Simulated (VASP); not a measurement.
# MgI2 (1T layered): computed properties

Computed with PBEsol GGA, VASP's PBE PAW potentials (set 64) (plane waves; VASP 6.6.1).

For MgI$_{2}$, the space group is P-3m1 (164). The cell comes out as a = 4.1280 Å, b = 4.1280 Å, c = 6.9999 Å, α = 90.00°, β = 90.00°, γ = 120.00°, the volume per atom comes out as 34.43 Å³/atom and the band gap (over mesh and band path) is 3.52 eV. The smallest direct gap (over mesh and band path) comes out as 3.70 eV, the band-edge character without spin-orbit coupling comes out as indirect, Γ to L-M at 0.33 and the band gap with spin-orbit coupling is 3.17 eV. The density comes out as 4.47 g/cm³ and the mean ε∞ (DFPT) is 4.31. The mean ε∞ (independent particles) is 4.84, the mean static ε comes out as 7.35 and the optical Γ-point spectrum is 64 (×2), 105, 178 (×2), 268 cm⁻¹.

```yaml
crystal:
  lattice:
    - [2.06401, -3.57496, 0.00000]
    - [2.06401, 3.57496, 0.00000]
    - [0.00000, 0.00000, 6.99994]
  atoms:
    - { symbol: Mg, position: [0.00000, 0.00000, 0.00000] }
    - { symbol: I, position: [0.33333, 0.66667, 0.23826] }
    - { symbol: I, position: [0.66667, 0.33333, 0.76174] }
```

Without a dispersion term in the relaxation, distances and binding between the weakly bound layers, chains or molecules are unreliable, and so is what depends on them. Unless said otherwise, spin-orbit coupling is left out, though it shifts the bands of the heavy elements here.

The compound is MgI2 in the 1T layered structure. It was relaxed first. Symmetry was kept, so distortions that lower it aren't found.
